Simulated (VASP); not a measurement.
Crystal: FeSiS.

```
Si Fe S
1.0
     3.41686    0.00000    0.00000
     0.00000    3.41686    0.00000
     0.00000    0.00000    7.57198
Si Fe S
2 2 2
Direct
  0.00000 0.00000 0.00000
  0.50000 0.50000 0.00000
  0.00000 0.50000 0.27700
  0.50000 0.00000 0.72300
  0.00000 0.50000 0.62200
  0.50000 0.00000 0.37800
```

The cell was built by a generator and needn't be a form met in nature.

Base run:

```yaml
Program: VASP 6.6.1
Functional: PBEsol
Potentials_or_basis: VASP PAW PBE potentials, release 64 (Si, Fe, S)
Cutoff: 520 eV
k_mesh: 7 × 7 × 3
Occupations: methfessel-paxton, width 0.0709 eV
Spin: collinear spin, typed start
Starting_moments: "[0.0, 0.0, 4.0, -4.0, 0.0, 0.0] μB"
Hubbard_terms: Fe d U = 1.91 eV
```

Its results: band gap on the k mesh none (metal or under the smearing width); pressure -3.6 GPa; net moment 0.00 μB per cell; site moments Si +0.00; Fe +3.23, -3.23; S -0.10, +0.10 μB; largest force 0.158 eV/Å.

**Question.** The run is repeated on the same cell with these changes: moments at the start from [0.0, 0.0, 4.0, -4.0, 0.0, 0.0] to [0.0, 0.0, 4.0, 4.0, 0.0, 0.0]. What comes out?

**Answer.** Band gap on the k mesh none (metal or under the smearing width); pressure -3.7 GPa; net moment 7.08 μB per cell; site moments Si +0.03; Fe +3.29; S +0.14 μB; largest force 0.402 eV/Å.

Caveats: the PAW data sets were made with another functional, which shifts forces and pressure a little.
